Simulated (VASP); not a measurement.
Crystal: Sn.

```
Sn
1.0
     0.00000    3.23334    3.23334
     3.23334    0.00000    3.23334
     3.23334    3.23334    0.00000
Sn
2
Direct
  0.00000 0.00000 0.00000
  0.25000 0.25000 0.25000
```

This isn't the form of Sn at room conditions, which is tetragonal (white tin).

- Program: VASP 6.6.1
- Task: relaxation of cell and atoms
- Functional: PBEsol
- Potentials or basis: VASP PAW PBE potentials, release 64 (Sn_d)
- Cutoff: 600 eV
- k mesh: 10 × 10 × 10
- Occupations: gaussian, width 0.03 eV
- Spin: no spin polarisation

At the start: pressure 1.5 GPa; volume 33.80 Å³/atom.

**Question.** Where does the relaxation end?

**Answer.** Over 3 steps the energy falls by 4.9 meV/atom and the volume is 34.92 Å³/atom (+3.3 %); space group Fd-3m (No. 227, to 0.05 Å).

The path:
| step | energy change (eV) | largest force (eV/Å) | pressure (GPa) | volume (Å³) |
| --- | --- | --- | --- | --- |
| 1 | 0.0000 | 0.0000 | 1.47 | 67.61 |
| 2 | -0.0086 | 0.0000 | -0.46 | 70.69 |
| 3 | -0.0099 | 0.0000 | 0.00 | 69.84 |

Final structure:
```cif
data_structure
_symmetry_space_group_name_H-M 'P 1'
_symmetry_Int_Tables_number 1
_cell_length_a 4.6225
_cell_length_b 4.6225
_cell_length_c 4.6225
_cell_angle_alpha 60.000
_cell_angle_beta 60.000
_cell_angle_gamma 60.000
_cell_volume 69.84
loop_
_atom_site_label
_atom_site_type_symbol
_atom_site_fract_x
_atom_site_fract_y
_atom_site_fract_z
_atom_site_occupancy
Sn1 Sn 0.00000 0.00000 0.00000 1
Sn2 Sn 0.25000 0.25000 0.25000 1
```

Caveat: the PAW data sets were made with another functional, which shifts forces and pressure a little.
